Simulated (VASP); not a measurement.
All values below come from PBE GGA, VASP's PBE PAW potentials (set 64) (plane waves; VASP).

VASP ran on this input.

INCAR:
```
ALGO = Normal
EDIFF = 1E-6
ENCUT = 400
GGA = PE
ISIF = 2
ISMEAR = 0
LASPH = .True.
LCHARG = .False.
LMAXMIX = 4
LREAL = .False.
LWAVE = .False.
NELM = 100
PREC = Accurate
SIGMA = 0.05
SYSTEM = CdS
```

### POSCAR
```
CdS
2.910
  0.0000000000   1.0000000000   1.0000000000
  1.0000000000   0.0000000000   1.0000000000
  1.0000000000   1.0000000000   0.0000000000
Cd S
1 1
direct
  0.0000000000   0.0000000000   0.0000000000
  0.2500000000   0.2500000000   0.2500000000
```

KPOINTS:
```
Automatic mesh
0
G
  7 7 7
```

POTCAR, in this order: Cd S (PBE.64 set). Program: vasp_std.

The resulting files:

### OUTCAR
```
 ion  position               nearest neighbor table
   1  0.000  0.000  0.000-   2 2.52   2 2.52   2 2.52   2 2.52
   2  0.250  0.250  0.250-   1 2.52   1 2.52   1 2.52   1 2.52
  LATTYP: Found a face centered cubic cell.
 ALAT       =     5.8200000000
 Subroutine PRICEL returns:
 Original cell was already a primitive cell.
 Subroutine GETGRP returns: Found 24 space group operations
The static configuration has the point symmetry T_d .
The dynamic configuration has the point symmetry T_d .
 Subroutine INISYM returns: Found 24 space group operations
 Subroutine IBZKPT returns following result:
 Found     20 irreducible k-points:

 Following reciprocal coordinates:
            Coordinates               Weight
  0.000000  0.000000  0.000000      1.000000
  0.142857  0.000000  0.000000      8.000000
  0.285714  0.000000  0.000000      8.000000
  0.428571  0.000000  0.000000      8.000000
  0.142857  0.142857  0.000000      6.000000
  0.285714  0.142857  0.000000     24.000000
  0.428571  0.142857  0.000000     24.000000
 -0.428571  0.142857  0.000000     24.000000
 -0.285714  0.142857  0.000000     24.000000
 -0.142857  0.142857  0.000000     12.000000
  0.285714  0.285714  0.000000      6.000000
  0.428571  0.285714  0.000000     24.000000
 -0.428571  0.285714  0.000000     24.000000
 -0.285714  0.285714  0.000000     12.000000
  0.428571  0.428571  0.000000      6.000000
 -0.428571  0.428571  0.000000     12.000000
  0.428571  0.285714  0.142857     24.000000
 -0.428571  0.285714  0.142857     48.000000
 -0.428571  0.428571  0.142857     24.000000
 -0.285714  0.428571  0.142857     24.000000
   k-points           NKPTS =     20   k-points in BZ     NKDIM =     20   number of bands    NBANDS=     13
   number of dos      NEDOS =    301   number of ions     NIONS =      2
   total plane-waves  NPLWV =  21952
   dimension x,y,z NGX =    28 NGY =   28 NGZ =   28
   dimension x,y,z NGXF=    56 NGYF=   56 NGZF=   56
   ions per type =               1   1
   PREC   = accura    normal or accurate (medium, high low for compatibility)
   ISTART =      0    job   : 0-new  1-cont  2-samecut
   ICHARG =      2    charge: 1-file 2-atom 10-const
   ISPIN  =      1    spin polarized calculation?
   LNONCOLLINEAR =      F non collinear calculations
   LSORBIT =      F    spin-orbit coupling
   INIWAV =      1    electr: 0-lowe 1-rand  2-diag
   ENCUT  =  400.0 eV  29.40 Ry    5.42 a.u.   6.71  6.71  6.71*2*pi/ulx,y,z
   NELM   =    100;   NELMIN=  2; NELMDL= -5     # of ELM steps
   EDIFF  = 0.1E-05   stopping-criterion for ELM
   LREAL  =      F    real-space projection
   NLSPLINE    = F    spline interpolate recip. space projectors
   LMAXMIX     =    4 max onsite mixed and CHGCAR
   VOSKOWN=      0    Vosko Wilk Nusair interpolation
   EDIFFG = 0.1E-04   stopping-criterion for IOM
   NSW    =      0    number of steps for IOM
   NBLOCK =      1;   KBLOCK =      1    inner block; outer block
   IBRION =     -1    ionic relax: 0-MD 1-quasi-New 2-CG
   NFREE  =      0    steps in history (QN), initial steepest desc. (CG)
   ISIF   =      2    stress and relaxation
   ISYM   =      2    0-nonsym 1-usesym 2-fastsym
   TEIN   =    0.0    initial temperature
   TEBEG  =    0.0;   TEEND  =   0.0 temperature during run
   SMASS  =  -3.00    Nose mass-parameter (am)
   PSTRESS=    0.0 pullay stress
   NELECT =      18.0000    total number of electrons
   EFERMI =   0.00;   METHOD = LEGACY
   ISMEAR =     0;   SIGMA  =   0.05  broadening in eV -4-tet -1-fermi 0-gaus
   IALGO  =     38    algorithm
   LDIAG  =      T    sub-space diagonalisation (order eigenvalues)
   IMIX   =      4    mixing-type and parameters
     AMIX     =   0.40;   BMIX     =  1.00
     AMIX_MAG =   1.60;   BMIX_MAG =  1.00
...
```

### OSZICAR
```
       N       E                     dE             d eps       ncg     rms          rms(c)
DAV:   1     0.906404741210E+02    0.90640E+02   -0.81995E+03   552   0.102E+03
DAV:   2    -0.301750795727E+01   -0.93658E+02   -0.90696E+02   625   0.272E+02
DAV:   3    -0.663034248073E+01   -0.36128E+01   -0.36069E+01   600   0.545E+01
DAV:   4    -0.665521620530E+01   -0.24874E-01   -0.24871E-01   610   0.451E+00
DAV:   5    -0.665557801167E+01   -0.36181E-03   -0.36181E-03   610   0.521E-01    0.857E+00
DAV:   6    -0.613043580760E+01    0.52514E+00   -0.10422E+00   734   0.142E+01    0.671E+00
DAV:   7    -0.611049434245E+01    0.19941E-01   -0.21999E-01   535   0.375E+00    0.328E+00
DAV:   8    -0.611065498198E+01   -0.16064E-03   -0.21799E-02   555   0.226E+00    0.320E-01
DAV:   9    -0.611044682795E+01    0.20815E-03   -0.29246E-03   605   0.925E-01    0.829E-02
DAV:  10    -0.611058804705E+01   -0.14122E-03   -0.29678E-04   545   0.186E-01    0.771E-02
DAV:  11    -0.611066289460E+01   -0.74848E-04   -0.11207E-04   533   0.122E-01    0.213E-02
DAV:  12    -0.611065579483E+01    0.70998E-05   -0.50694E-05   611   0.104E-01    0.877E-03
DAV:  13    -0.611065692201E+01   -0.11272E-05   -0.47740E-06   530   0.184E-02    0.530E-03
DAV:  14    -0.611065688252E+01    0.39481E-07   -0.12755E-07   315   0.320E-03
   1 F= -.61106569E+01 E0= -.61106569E+01  d E =-.339627E-12
```

OUTCAR:
```
------------------------ aborting loop because EDIFF is reached ----------------------------------------
  FORCE on cell =-STRESS in cart. coord.  units (eV):
  Direction    XX          YY          ZZ          XY          YZ          ZX
  --------------------------------------------------------------------------------------
  Total        1.0010117      1.0010117      1.0010117     -0.0000000      0.0000000     -0.0000000
  in kB       32.5417394     32.5417394     32.5417394     -0.0000000      0.0000000     -0.0000000
  external PRESSURE =      32.5417394 kB  Pullay stress =       0.0000000 kB
  volume of cell :       49.28
      direct lattice vectors                 reciprocal lattice vectors
     0.000000000  2.910000000  2.910000000    -0.171821306  0.171821306  0.171821306
     2.910000000  0.000000000  2.910000000     0.171821306 -0.171821306  0.171821306
     2.910000000  2.910000000  0.000000000     0.171821306  0.171821306 -0.171821306
  FREE ENERGIE OF THE ION-ELECTRON SYSTEM (eV)
  ---------------------------------------------------
  free  energy   TOTEN  =        -6.1106568825 eV

  energy  without entropy=       -6.1106568825  energy(sigma->0) =       -6.11065688
```
(Selected blocks of OUTCAR.)

The compound is CdS in the zinc blende structure, a metastable form; wurtzite is the usual one. The cell was not relaxed at this level.
